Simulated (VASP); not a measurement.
```
MgH2
1.0
    4.47017     0.00000     0.00000
    0.00000     4.47017     0.00000
    0.00000     0.00000     2.99163
Mg H
2 4
Direct
  0.00000   0.00000   0.00000
  0.50000   0.50000   0.50000
  0.30435   0.30435   0.00000
  0.80435   0.19565   0.50000
  0.19565   0.80435   0.50000
  0.69565   0.69565   0.00000
```

The numbers are results of PBEsol GGA, VASP's PBE PAW potentials (set 64) (plane waves; VASP 6.6.1), not measurements. Run with 400 eV cut-off, 5×5×7 Γ-centred mesh, Gaussian smearing of 0.010 eV, potentials Mg H.

Problem. Give the electronic dielectric tensor ε∞ (DFPT, local fields included).

Solution. 
```
4.12  0.00  0.00
0.00  4.12  0.00
0.00  0.00  4.15
```

Problem. Give the Born effective charges.

Solution. 
```csv
atom,Z*xx,Z*yy,Z*zz,mean
Mg1,1.84,1.84,1.93,1.87
Mg2,1.84,1.84,1.93,1.87
H3,-0.92,-0.92,-0.97,-0.94
H4,-0.92,-0.92,-0.97,-0.94
H5,-0.92,-0.92,-0.97,-0.94
H6,-0.92,-0.92,-0.97,-0.94
```

The compound is MgH2 in the rutile structure. It was relaxed first.
